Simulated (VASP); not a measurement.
OSZICAR of a VASP run on Sb (relaxed from the layer:graphite structure):

File OSZICAR:
```
       N       E                     dE             d eps       ncg     rms          rms(c)
DAV:   1     0.452783915948E+02    0.45278E+02   -0.23904E+03   252   0.566E+02
DAV:   2    -0.415409943278E+01   -0.49432E+02   -0.47694E+02   386   0.908E+01
DAV:   3    -0.755949054801E+01   -0.34054E+01   -0.33958E+01   338   0.327E+01
DAV:   4    -0.761890035344E+01   -0.59410E-01   -0.59371E-01   325   0.505E+00
DAV:   5    -0.762001960074E+01   -0.11192E-02   -0.11191E-02   378   0.778E-01    0.254E+00
DAV:   6    -0.759272646120E+01    0.27293E-01   -0.23102E-02   349   0.803E-01    0.153E+00
DAV:   7    -0.758608208974E+01    0.66444E-02   -0.98324E-02   310   0.115E+00    0.357E-01
DAV:   8    -0.758809844799E+01   -0.20164E-02   -0.12234E-03   397   0.266E-01    0.399E-01
DAV:   9    -0.758129470538E+01    0.68037E-02   -0.32165E-02   276   0.416E-01    0.228E-01
DAV:  10    -0.758091782762E+01    0.37688E-03   -0.17767E-03   306   0.251E-01    0.217E-01
DAV:  11    -0.758088814780E+01    0.29680E-04   -0.58354E-04   298   0.127E-01    0.153E-01
DAV:  12    -0.758166726241E+01   -0.77911E-03   -0.13025E-03   276   0.182E-01    0.897E-02
DAV:  13    -0.758553117958E+01   -0.38639E-02   -0.41160E-02   256   0.206E-01    0.283E-01
DAV:  14    -0.758416149145E+01    0.13697E-02   -0.18184E-04   254   0.839E-02    0.257E-01
DAV:  15    -0.758174447772E+01    0.24170E-02   -0.67859E-03   276   0.143E-01    0.792E-02
DAV:  16    -0.758314388509E+01   -0.13994E-02   -0.14131E-02   261   0.925E-02    0.235E-01
DAV:  17    -0.758197600496E+01    0.11679E-02   -0.79102E-04   278   0.632E-02    0.645E-02
DAV:  18    -0.758275727663E+01   -0.78127E-03   -0.88425E-03   271   0.425E-02    0.227E-01
DAV:  19    -0.758192794772E+01    0.82933E-03   -0.34570E-03   269   0.535E-02    0.697E-02
DAV:  20    -0.758220411790E+01   -0.27617E-03   -0.18061E-03   275   0.247E-02    0.215E-01
DAV:  21    -0.758180486200E+01    0.39926E-03   -0.81178E-03   258   0.435E-02    0.798E-02
DAV:  22    -0.758193520373E+01   -0.13034E-03   -0.11932E-05   272   0.196E-02    0.717E-02
DAV:  23    -0.758210925131E+01   -0.17405E-03   -0.28786E-04   271   0.208E-02    0.212E-01
DAV:  24    -0.758189051436E+01    0.21874E-03   -0.61024E-03   260   0.290E-02    0.755E-02
DAV:  25    -0.758198997699E+01   -0.99463E-04   -0.68365E-06   262   0.146E-02    0.692E-02
DAV:  26    -0.758206146377E+01   -0.71487E-04   -0.37093E-06   291   0.101E-02    0.647E-02
DAV:  27    -0.758229690516E+01   -0.23544E-03   -0.24948E-03   266   0.157E-02    0.216E-01
DAV:  28    -0.758184929346E+01    0.44761E-03   -0.75228E-03   272   0.448E-02    0.784E-02
DAV:  29    -0.758207683821E+01   -0.22754E-03   -0.35192E-05   264   0.315E-02    0.640E-02
DAV:  30    -0.758214013907E+01   -0.63301E-04   -0.54080E-04   300   0.802E-03    0.213E-01
DAV:  31    -0.758182515420E+01    0.31498E-03   -0.83035E-03   272   0.399E-02    0.802E-02
DAV:  32    -0.758202304235E+01   -0.19789E-03   -0.28252E-05   264   0.284E-02    0.673E-02
DAV:  33    -0.758205029831E+01   -0.27256E-04   -0.10612E-06   291   0.650E-03    0.654E-02
DAV:  34    -0.758226326314E+01   -0.21296E-03   -0.20725E-03   274   0.151E-02    0.215E-01
DAV:  35    -0.758169795644E+01    0.56531E-03   -0.12835E-02   259   0.660E-02    0.895E-02
DAV:  36    -0.758196196873E+01   -0.26401E-03   -0.57111E-05   254   0.407E-02    0.712E-02
DAV:  37    -0.758207940904E+01   -0.11744E-03   -0.11152E-05   283   0.180E-02    0.637E-02
DAV:  38    -0.758229030728E+01   -0.21090E-03   -0.24000E-03   282   0.135E-02    0.216E-01
DAV:  39    -0.758166325033E+01    0.62706E-03   -0.14166E-02   267   0.736E-02    0.923E-02
DAV:  40    -0.758196469135E+01   -0.30144E-03   -0.76645E-05   254   0.469E-02    0.710E-02
DAV:  41    -0.758209587655E+01   -0.13119E-03   -0.13955E-05   284   0.202E-02    0.627E-02
DAV:  42    -0.758234105406E+01   -0.24518E-03   -0.30189E-03   282   0.142E-02    0.217E-01
DAV:  43    -0.758164541857E+01    0.69564E-03   -0.14878E-02   267   0.794E-02    0.937E-02
DAV:  44    -0.758196636294E+01   -0.32094E-03   -0.88137E-05   254   0.503E-02    0.709E-02
DAV:  45    -0.758213385477E+01   -0.16749E-03   -0.48120E-04   277   0.224E-02    0.213E-01
DAV:  46    -0.758158002613E+01    0.55383E-03   -0.17493E-02   267   0.798E-02    0.993E-02
DAV:  47    -0.758189742247E+01   -0.31740E-03   -0.95803E-05   256   0.522E-02    0.755E-02
DAV:  48    -0.758204280285E+01   -0.14538E-03   -0.18286E-05   277   0.232E-02    0.659E-02
DAV:  49    -0.758226084787E+01   -0.21805E-03   -0.20462E-03   298   0.168E-02    0.215E-01
DAV:  50    -0.758158399411E+01    0.67685E-03   -0.17361E-02   267   0.860E-02    0.989E-02
DAV:  51    -0.758185396845E+01   -0.26997E-03   -0.72242E-05   256   0.463E-02    0.784E-02
DAV:  52    -0.758199356061E+01   -0.13959E-03   -0.17200E-05   277   0.221E-02    0.690E-02
DAV:  53    -0.758208000443E+01   -0.86444E-04   -0.50744E-06   299   0.123E-02    0.636E-02
DAV:  54    -0.758220842364E+01   -0.12842E-03   -0.13890E-03   266   0.868E-03    0.214E-01
DAV:  55    -0.758163614871E+01    0.57227E-03   -0.15204E-02   267   0.737E-02    0.945E-02
DAV:  56    -0.758173712136E+01   -0.10097E-03   -0.12637E-05   271   0.228E-02    0.868E-02
DAV:  57    -0.758195840315E+01   -0.22128E-03   -0.40826E-05   272   0.330E-02    0.713E-02
DAV:  58    -0.758212968812E+01   -0.17128E-03   -0.42915E-04   307   0.217E-02    0.213E-01
DAV:  59    -0.758161456534E+01    0.51512E-03   -0.16050E-02   259   0.734E-02    0.963E-02
DAV:  60    -0.758188849125E+01   -0.27393E-03   -0.69713E-05   254   0.449E-02    0.761E-02
DAV:  61    -0.758209380140E+01   -0.20531E-03   -0.32245E-05   275   0.298E-02    0.628E-02
DAV:  62    -0.758237749745E+01   -0.28370E-03   -0.34661E-03   299   0.174E-02    0.218E-01
DAV:  63    -0.758154671100E+01    0.83079E-03   -0.19004E-02   259   0.994E-02    0.102E-01
DAV:  64    -0.758190103488E+01   -0.35432E-03   -0.12403E-04   256   0.600E-02    0.753E-02
DAV:  65    -0.758212064626E+01   -0.21961E-03   -0.33459E-04   277   0.308E-02    0.212E-01
DAV:  66    -0.758145771394E+01    0.66293E-03   -0.23101E-02   267   0.103E-01    0.111E-01
DAV:  67    -0.758187841455E+01   -0.42070E-03   -0.19484E-04   256   0.739E-02    0.769E-02
DAV:  68    -0.758212352611E+01   -0.24511E-03   -0.38371E-04   279   0.357E-02    0.213E-01
DAV:  69    -0.758145678951E+01    0.66674E-03   -0.23149E-02   267   0.104E-01    0.111E-01
DAV:  70    -0.758187067328E+01   -0.41388E-03   -0.18976E-04   257   0.730E-02    0.774E-02
DAV:  71    -0.758209870418E+01   -0.22803E-03   -0.71682E-05   291   0.353E-02    0.212E-01
DAV:  72    -0.758141361143E+01    0.68509E-03   -0.25383E-02   267   0.112E-01    0.116E-01
DAV:  73    -0.758186339720E+01   -0.44979E-03   -0.23882E-04   257   0.817E-02    0.779E-02
DAV:  74    -0.758206263226E+01   -0.19924E-03   -0.36212E-05   291   0.331E-02    0.646E-02
DAV:  75    -0.758232583273E+01   -0.26320E-03   -0.28452E-03   291   0.183E-02    0.217E-01
DAV:  76    -0.758138332289E+01    0.94251E-03   -0.27165E-02   267   0.132E-01    0.119E-01
DAV:  77    -0.758187085346E+01   -0.48753E-03   -0.29302E-04   256   0.910E-02    0.774E-02
DAV:  78    -0.758211848222E+01   -0.24763E-03   -0.32534E-04   291   0.378E-02    0.212E-01
DAV:  79    -0.758138148267E+01    0.73700E-03   -0.27183E-02   267   0.121E-01    0.119E-01
DAV:  80    -0.758188029750E+01   -0.49881E-03   -0.30307E-04   257   0.919E-02    0.768E-02
DAV:  81    -0.758214788825E+01   -0.26759E-03   -0.69648E-04   291   0.385E-02    0.213E-01
DAV:  82    -0.758137284061E+01    0.77505E-03   -0.27698E-02   267   0.125E-01    0.120E-01
DAV:  83    -0.758187681074E+01   -0.50397E-03   -0.31441E-04   257   0.936E-02    0.770E-02
DAV:  84    -0.758208761099E+01   -0.21080E-03   -0.40827E-05   291   0.355E-02    0.631E-02
DAV:  85    -0.758245694709E+01   -0.36934E-03   -0.44391E-03   290   0.220E-02    0.220E-01
DAV:  86    -0.758134665451E+01    0.11103E-02   -0.29423E-02   267   0.148E-01    0.123E-01
DAV:  87    -0.758186450243E+01   -0.51785E-03   -0.35165E-04   256   0.998E-02    0.779E-02
DAV:  88    -0.758216250511E+01   -0.29800E-03   -0.88915E-04   291   0.417E-02    0.213E-01
DAV:  89    -0.758133769748E+01    0.82481E-03   -0.29850E-02   267   0.135E-01    0.125E-01
DAV:  90    -0.758188546282E+01   -0.54777E-03   -0.38966E-04   257   0.104E-01    0.765E-02
DAV:  91    -0.758223374247E+01   -0.34828E-03   -0.17823E-03   291   0.435E-02    0.215E-01
DAV:  92    -0.758133360052E+01    0.90014E-03   -0.30147E-02   267   0.140E-01    0.125E-01
DAV:  93    -0.758188296008E+01   -0.54936E-03   -0.39553E-04   258   0.105E-01    0.766E-02
DAV:  94    -0.758216267169E+01   -0.27971E-03   -0.88480E-04   283   0.403E-02    0.213E-01
DAV:  95    -0.758133309411E+01    0.82958E-03   -0.30146E-02   267   0.137E-01    0.125E-01
DAV:  96    -0.758186602334E+01   -0.53293E-03   -0.37842E-04   258   0.103E-01    0.778E-02
DAV:  97    -0.758208917124E+01   -0.22315E-03   -0.46499E-05   280   0.381E-02    0.630E-02
DAV:  98    -0.758259094708E+01   -0.50178E-03   -0.60590E-03   284   0.289E-02    0.222E-01
DAV:  99    -0.758139175122E+01    0.11992E-02   -0.26810E-02   267   0.144E-01    0.118E-01
DAV: 100    -0.758190521852E+01   -0.51347E-03   -0.31077E-04   257   0.940E-02
   1 F= -.75819052E+01 E0= -.75819052E+01  d E =0.000000E+00
```

### Question
Which electronic solver shows in the log?

### Answer
It is blocked Davidson (ALGO = Normal, or the opening steps of other solvers). The INCAR had ALGO = Normal.

### Question
Can the final energy be trusted as converged?

### Answer
Convergence was not reached. It stopped with EDIFF = 1E-7, NELM = 100 (PBEsol GGA, plane waves, VASP's PBE PAW potentials (set 64)). The cell holds a wide vacuum, so values per volume refer to the whole cell.

The cell is a sheet with vacuum, built from a generated structure.
